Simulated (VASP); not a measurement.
Level of theory: PBEsol GGA, VASP's PBE PAW potentials (set 64) (plane waves; VASP 6.6.1).

VASP ran on this input.

**INCAR**
```
SYSTEM = NaCl
PREC = Accurate
ENCUT = 520
EDIFF = 1E-7
NELM = 100
ALGO = Normal
LREAL = .FALSE.
LASPH = .TRUE.
ISMEAR = 0
SIGMA = 0.05
GGA = PS
LWAVE = .FALSE.
LCHARG = .FALSE.
ISIF = 2
```

### POSCAR
```
NaCl
3.9665640
  0.0000000000   0.7071067296   0.7071067296
  0.7071067296   0.0000000000   0.7071067296
  0.7071067296   0.7071067296   0.0000000000
Na Cl
1 1
Cartesian
  0.0000000000   0.0000000000   0.0000000000
  0.7071067296   0.7071067296   0.7071067296
```

File KPOINTS:
```
kpoints
0
Gamma
8 8 8
0 0 0
```

POTCAR, in this order: Na_pv Cl (PBE.64 set). Program: vasp_std.

Problem. What will the output report for the number of irreducible k-points (NKPTS), largest plane-wave count, number of space-group operations, FFT grid (NGX, NGY, NGZ)?

Solution. 
```json
{
 "number of irreducible k-points (NKPTS)": "29",
 "largest_plane_wave_count": "1243",
 "number_of_space_group_operations": "48",
 "FFT grid (NGX, NGY, NGZ)": "30 × 30 × 30"
}
```

The compound is NaCl in the rock salt structure. It was relaxed first.
